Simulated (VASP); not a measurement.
Runs of VASP 6.6.1 on Ru. It takes space group P6_3/mmc (No. 194, hexagonal). The conventional cell has a = 2.708 Å, b = 2.708 Å, c = 4.268 Å, α = 90.00°, β = 90.00°, γ = 120.00°. Around Ru (site symmetry -6m2) lie 12 Ru at 2.65 to 2.71 Å. 

```tsv
level	potentials or basis	cutoff (eV)	gap on the mesh (eV)	pressure (GPa)	relaxed volume (Å³/atom)
PBEsol	VASP PAW PBE potentials, release 64 (Ru)	580	none	0.0	13.23
PBEsol	VASP PAW PBE potentials, release 64 (Ru_pv)	600	none	0.0	(a)
PBE+D3(BJ)	VASP PAW PBE potentials, release 64 (Ru_pv)	600	none	0.0	(b)
PBEsol	VASP PAW PBE potentials, release 64 (Ru_pv)	300	none	0.0	13.28
PBE	VASP PAW PBE potentials, release 64 (Ru_pv)	600	none	0.0	13.76
```

Alike in all rows: task relaxation of cell and atoms; no spin polarisation; cell relaxed; k mesh 18 × 18 × 10; smearing gaussian 0.1 eV.

Q: Fill in the values left out.

A: (a) 13.32; (b) 13.44.

Caveats: the PAW data sets were made with another functional, which shifts forces and pressure a little (some runs); pairwise dispersion overbinds metals, which lowers pressure and volume (some runs).

A k mesh can miss the band edges, and the runs leave out spin-orbit coupling on Ru.

A gap of «none» marks a metal or a gap under the smearing width.

Not every run made on this cell is shown here.
